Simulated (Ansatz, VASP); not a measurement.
## One calculation of SiSbTe3, two programs

Contents of INCAR:

```
SYSTEM = SiSbTe3
PREC = Accurate ; ENCUT = 600
EDIFF = 1E-6 ; ISMEAR = 0
SIGMA = 0.1 ; LREAL = .False.
LASPH = .True. ; NELM = 100
ALGO = Normal ; ISIF = 3
LWAVE = .False. ; LCHARG = .False.
GGA = PE ; IBRION = 2
NSW = 100 ; EDIFFG = -0.01
```

KPOINTS

```
regular mesh
0
Gamma
  8 8 8
  0 0 0
```

Contents of POSCAR:

```
SiSbTe3
1.0
    5.7048528230      0.0000000000      0.0000000000
    0.0000000000      5.7048528230      0.0000000000
    0.0000000000      0.0000000000      5.7048528230
Si Sb Te
1 1 3
Direct
    0.0000000000      0.0000000000      0.0000000000
    0.5000000000      0.5000000000      0.5000000000
    0.0000000000      0.5000000000      0.5000000000
    0.5000000000      0.5000000000      0.0000000000
    0.5000000000      0.0000000000      0.5000000000
```

Input for Ansatz:

```yaml
crystal:
  lattice:
    - [5.704852823, 0.0, 0.0]
    - [0.0, 5.704852823, 0.0]
    - [0.0, 0.0, 5.704852823]
  atoms:
    - { symbol: Si, position: [0.0, 0.0, 0.0] }
    - { symbol: Sb, position: [0.5, 0.5, 0.5] }
    - { symbol: Te, position: [0.0, 0.5, 0.5] }
    - { symbol: Te, position: [0.5, 0.5, 0.0] }
    - { symbol: Te, position: [0.5, 0.0, 0.5] }
basis:
  ecutwfc: 420
kpoints:
  mp_grid: { grid: [8, 8, 8] }
hamiltonian:
  xc: pbe
scf:
  occupations: { method: gaussian, width: 0.1 }
output:
  forces: true
  stress: true
  eigenvalues: true
relax:
  adjacent_minimum: "off"
  f_tol: 0.01
  max_steps: 80
  cell: { stress_tol: 0.05 }
```

Change from the starting cell: species swapped into the ErRh3C type (Pm-3m, No. 221).

Alike in both runs: task relaxation of cell and atoms; functional PBE; k mesh 8 × 8 × 8; occupations gaussian, width 0.1 eV; no spin polarisation.

|  | VASP | Ansatz |
| --- | --- | --- |
| version | VASP 6.6.1 | Ansatz 0.2.0 |
| potentials or method | VASP PAW PBE potentials, release 64 (Si, Sb, Te) | scalar-relativistic, plane waves, PAW |
| plane-wave cutoff (eV) | 600 | 420 |
| valence electrons in the cell | 27 | 67 |

|  | VASP | Ansatz | Ansatz less VASP |
| --- | --- | --- | --- |
| gap on the k mesh at the Fermi level, each at its own relaxed structure (eV) | none | none | - |
| relaxed volume (Å³/atom) | 37.13 | 37.13 | 0.000 |
| relaxed cell length with the largest relative difference (Å) | 5.705 | 5.705 | 0.0000 |

A gap of «none» marks a metal or a gap that the smearing closes. The two sets of potentials don't hold the same shells in valence.

Caveats: the relaxation stopped at its first step, so nothing moved. The runs have no spin-orbit coupling, so splittings on Sb, Te are missing.
